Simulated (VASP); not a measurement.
Crystal: K.

```
CELL_PARAMETERS angstrom
-2.61800 2.61800 2.61800
2.61800 -2.61800 2.61800
2.61800 2.61800 -2.61800
ATOMIC_POSITIONS crystal
K 0.00000 0.00000 0.00000
```

| Item | Value |
| --- | --- |
| Program | VASP 6.6.1 |
| Task | relaxation of cell and atoms |
| Functional | RPBE |
| Potentials or basis | VASP PAW PBE potentials, release 64 (K_sv) |
| Cutoff | 600 eV |
| k mesh | 12 × 12 × 12 |
| Occupations | gaussian, width 0.1 eV |
| Spin | no spin polarisation |

At the start: pressure 0.4 GPa; volume 71.77 Å³/atom.

Task: How do energy, volume and symmetry change on relaxing?

Result: Over 3 steps the energy falls by 10.8 meV/atom and the volume is 80.32 Å³/atom (+11.9 %); space group Im-3m (No. 229, to 0.05 Å).

The path:
```
step  energy change (eV)  largest force (eV/Å)  pressure (GPa)  volume (Å³)
   1              0.0000                0.0000            0.44        71.77
   2             -0.0049                0.0000            0.31        73.85
   3             -0.0108                0.0000            0.00        80.32
```

Final structure:
```xyz
1
Lattice="-2.7180 2.7180 2.7180 2.7180 -2.7180 2.7180 2.7180 2.7180 -2.7180" Properties=species:S:1:pos:R:3 pbc="T T T"
K     0.0000    0.0000    0.0000
```

Caveat: the PAW data sets were made with another functional, which shifts forces and pressure a little; the volume moved by +12 % from the deposited cell, more than functionals usually miss.
